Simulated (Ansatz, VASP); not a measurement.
**Two plane-wave programs on Cd2Br**

```
Cd Br
1.0
     2.00832    1.15951    6.05854
    -2.00832    1.15951    6.05854
     0.00000   -2.31901    6.05854
Cd Br
2 1
Cartesian
  0.0000 0.0000 14.2192
  0.0000 0.0000 9.9464
  0.0000 0.0000 0.0679
```

Alike in both runs: functional PBE; k mesh 6 × 6 × 6; occupations gaussian, width 0.1 eV; no spin polarisation.

Ansatz relaxed the structure, and its values are those at the end. VASP's run is a single point on that final structure, the one shown.

```csv
,VASP,Ansatz
version,VASP 6.6.1,Ansatz 0.2.0
potentials or method,"VASP PAW PBE potentials, release 64 (Cd, Br)","scalar-relativistic, plane waves, PAW"
plane-wave cutoff (eV),520,420
valence electrons in the cell,31,47
```

```tsv
	VASP	Ansatz	Ansatz less VASP
gap on the k mesh at the Fermi level (eV)	none	none	-
pressure (GPa)	0.3	0.2	-0.15
rms of the force components (eV/Å)	0.005	0.002	-0.0028
```

A gap of «none» marks a metal or a gap that the smearing closes. The two sets of potentials don't hold the same shells in valence.

Caveats: an odd number of electrons without spin polarisation forces a metal; a magnetic or distorted state may lie lower.
